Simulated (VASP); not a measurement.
Input:

```
CdO
1.0
    0.00000     2.37112     2.37112
    2.37112     0.00000     2.37112
    2.37112     2.37112     0.00000
Cd O
1 1
Direct
  0.00000   0.00000   0.00000
  0.50000   0.50000   0.50000
```

These are PBE GGA with D4 dispersion, VASP's PBE PAW potentials (set 64) (plane waves; VASP 6.6.1) values and carry that method's errors. Settings: 520 eV cut-off, 15×15×15 Γ-centred mesh, tetrahedra with Blöchl corrections, potentials Cd O.

### Question
Predict the energy per atom (σ→0), band gap (on the k-mesh) with the smallest direct gap where there is one.

### Answer

```yaml
band gap (on the k-mesh): none (metal, semimetal or under 0.01 eV)
energy per atom (σ→0): -4.166 eV/atom
```

The absolute energy has meaning only against runs of the same code, potentials and settings.

The compound is CdO in the rock salt structure. It was relaxed first.
